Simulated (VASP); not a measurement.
OSZICAR of a VASP run on Zn (hcp):

### OSZICAR
```
       N       E                     dE             d eps       ncg     rms          rms(c)
DAV:   1     0.912860538319E+02    0.91286E+02   -0.12629E+04  5512   0.251E+03
DAV:   2    -0.895323073987E+00   -0.92181E+02   -0.90546E+02  5392   0.302E+02
DAV:   3    -0.326186782206E+01   -0.23665E+01   -0.23608E+01  6504   0.602E+01
DAV:   4    -0.326708674206E+01   -0.52189E-02   -0.52187E-02  6256   0.270E+00
DAV:   5    -0.326709273069E+01   -0.59886E-05   -0.59890E-05  6456   0.778E-02    0.790E+00
DAV:   6    -0.282084814291E+01    0.44624E+00   -0.18324E+00  5536   0.339E+01    0.503E+00
DAV:   7    -0.279161515728E+01    0.29233E-01   -0.65592E-02  6632   0.499E+00    0.247E+00
DAV:   8    -0.277947971324E+01    0.12135E-01   -0.21793E-03  7816   0.102E+00    0.592E-02
DAV:   9    -0.277943722765E+01    0.42486E-04   -0.25753E-04  7560   0.232E-01    0.204E-02
DAV:  10    -0.277943778181E+01   -0.55416E-06   -0.15119E-05  6480   0.472E-02    0.396E-03
DAV:  11    -0.277943772350E+01    0.58312E-07   -0.89399E-07  4584   0.102E-02
   1 F= 0.36960929E+01 E0= 0.36962020E+01  d E =0.369609E+01
       N       E                     dE             d eps       ncg     rms          rms(c)
DAV:   1    -0.115799643761E+02   -0.88005E+01   -0.80408E+01  5280   0.186E+02    0.250E+01
DAV:   2    -0.291906248079E+01    0.86609E+01   -0.36187E+01  5384   0.163E+02    0.593E+00
DAV:   3    -0.200325161433E+01    0.91581E+00   -0.23325E+00  6712   0.321E+01    0.377E+00
DAV:   4    -0.168515124184E+01    0.31810E+00   -0.74452E-02  6720   0.453E+00    0.111E+00
DAV:   5    -0.166579574528E+01    0.19355E-01   -0.15569E-02  8512   0.349E+00    0.154E-01
DAV:   6    -0.166609702421E+01   -0.30128E-03   -0.19461E-03  5432   0.420E-01    0.559E-02
DAV:   7    -0.166610297549E+01   -0.59513E-05   -0.11611E-04  5984   0.244E-01    0.279E-02
DAV:   8    -0.166610289533E+01    0.80156E-07   -0.16115E-06  5416   0.413E-02
   2 F= 0.38533003E+01 E0= 0.38533300E+01  d E =0.157207E+00
       N       E                     dE             d eps       ncg     rms          rms(c)
DAV:   1    -0.594970389823E+01   -0.42836E+01   -0.37313E+01  5280   0.150E+02    0.127E+01
DAV:   2    -0.295458561066E+01    0.29951E+01   -0.72888E+00  5336   0.639E+01    0.526E+00
DAV:   3    -0.261055438668E+01    0.34403E+00   -0.10399E-01  8016   0.694E+00    0.259E+00
DAV:   4    -0.249074075858E+01    0.11981E+00   -0.47056E-02  7168   0.311E+00    0.184E-01
DAV:   5    -0.249024962346E+01    0.49114E-03   -0.19783E-03  7632   0.847E-01    0.550E-02
DAV:   6    -0.249033305110E+01   -0.83428E-04   -0.23494E-04  5560   0.157E-01    0.197E-02
DAV:   7    -0.249034479701E+01   -0.11746E-04   -0.11545E-05  6720   0.503E-02    0.278E-03
DAV:   8    -0.249034443912E+01    0.35789E-06   -0.79214E-08  2912   0.370E-03
   3 F= 0.36329045E+01 E0= 0.36329174E+01  d E =-.631884E-01
       N       E                     dE             d eps       ncg     rms          rms(c)
DAV:   1    -0.248236167369E+01    0.79831E-02   -0.69798E-03  5296   0.190E+00    0.188E-01
DAV:   2    -0.248173333581E+01    0.62834E-03   -0.19797E-03  5352   0.117E+00    0.631E-02
DAV:   3    -0.248167292301E+01    0.60413E-04   -0.24856E-05  6520   0.794E-02    0.340E-02
DAV:   4    -0.248164688979E+01    0.26033E-04   -0.34796E-06  5864   0.435E-02    0.183E-03
DAV:   5    -0.248164684737E+01    0.42421E-07   -0.12397E-06  3432   0.109E-02
   4 F= 0.36328483E+01 E0= 0.36328627E+01  d E =-.632446E-01
       N       E                     dE             d eps       ncg     rms          rms(c)
DAV:   1    -0.247502050556E+01    0.66264E-02   -0.45553E-03  5280   0.154E+00    0.152E-01
DAV:   2    -0.247460937939E+01    0.41113E-03   -0.12934E-03  5336   0.943E-01    0.511E-02
DAV:   3    -0.247456991381E+01    0.39466E-04   -0.16187E-05  6584   0.639E-02    0.275E-02
DAV:   4    -0.247455272258E+01    0.17191E-04   -0.22537E-06  5568   0.353E-02    0.149E-03
DAV:   5    -0.247455267443E+01    0.48150E-07   -0.86498E-07  3096   0.929E-03
   5 F= 0.36328621E+01 E0= 0.36328780E+01  d E =-.632308E-01
       N       E                     dE             d eps       ncg     rms          rms(c)
DAV:   1    -0.247692324985E+01   -0.23705E-02   -0.10155E-01  6488   0.317E+00    0.445E-01
DAV:   2    -0.247378219041E+01    0.31411E-02   -0.32364E-03  6480   0.126E+00    0.262E-01
DAV:   3    -0.247218088571E+01    0.16013E-02   -0.17805E-03  7464   0.829E-01    0.368E-02
DAV:   4    -0.247219111285E+01   -0.10227E-04   -0.16869E-04  5992   0.151E-01    0.202E-02
DAV:   5    -0.247219062312E+01    0.48973E-06   -0.50147E-06  5752   0.274E-02
   6 F= 0.36322280E+01 E0= 0.36323239E+01  d E =-.634134E-03
       N       E                     dE             d eps       ncg     rms          rms(c)
DAV:   1    -0.247172446655E+01    0.46665E-03   -0.12085E-02  6472   0.110E+00    0.154E-01
DAV:   2    -0.247134734345E+01    0.37712E-03   -0.39170E-04  6464   0.441E-01    0.904E-02
DAV:   3    -0.247115928805E+01    0.18806E-03   -0.20799E-04  7456   0.283E-01    0.132E-02
DAV:   4    -0.247116034192E+01   -0.10539E-05   -0.20219E-05  6120   0.532E-02    0.698E-03
DAV:   5    -0.247116033725E+01    0.46712E-08   -0.64885E-07  2872   0.109E-02
   7 F= 0.36321914E+01 E0= 0.36322994E+01  d E =-.670775E-03
       N       E                     dE             d eps       ncg     rms          rms(c)
DAV:   1    -0.249553041747E+01   -0.24370E-01   -0.38750E-02  5280   0.447E+00    0.441E-01
DAV:   2    -0.249206083745E+01    0.34696E-02   -0.10815E-02  5400   0.271E+00    0.150E-01
DAV:   3    -0.249171608805E+01    0.34475E-03   -0.13626E-04  6408   0.180E-01    0.806E-02
DAV:   4    -0.249157894912E+01    0.13714E-03   -0.25718E-05  8200   0.108E-01    0.443E-03
DAV:   5    -0.249157977320E+01   -0.82408E-06   -0.32566E-06  5280   0.201E-02
   8 F= 0.36323092E+01 E0= 0.36324192E+01  d E =0.117858E-03
       N       E                     dE             d eps       ncg     rms          rms(c)
DAV:   1    -0.247880345358E+01    0.12775E-01   -0.20673E-02  5280   0.326E+00    0.324E-01
DAV:   2    -0.247694865276E+01    0.18548E-02   -0.58929E-03  5384   0.201E+00    0.109E-01
DAV:   3    -0.247676709681E+01    0.18156E-03   -0.81327E-05  6608   0.145E-01    0.589E-02
DAV:   4    -0.247669026391E+01    0.76833E-04   -0.13424E-05  7904   0.799E-02    0.329E-03
DAV:   5    -0.247669014465E+01    0.11926E-06   -0.17757E-06  4440   0.152E-02
   9 F= 0.36321779E+01 E0= 0.36322865E+01  d E =-.134296E-04
```

### Question
Which electronic solver shows in the log?

### Answer
It is blocked Davidson (ALGO = Normal, or the opening steps of other solvers). The INCAR had ALGO = Normal.

### Question
Can the final energy be trusted as converged?

### Answer
The calculation finished and met its thresholds. It stopped with EDIFF = 1E-6, NELM = 100, NSW = 40 and EDIFFG = -0.02 after 9 ionic steps (PBEsol GGA, plane waves, VASP's PBE PAW potentials (set 64)). Energy and stress use the plane-wave basis of the starting cell.

The compound is Zn in the hcp structure. This run relaxes it under an external pressure of 45 GPa. Symmetry was kept, so distortions that lower it aren't found.
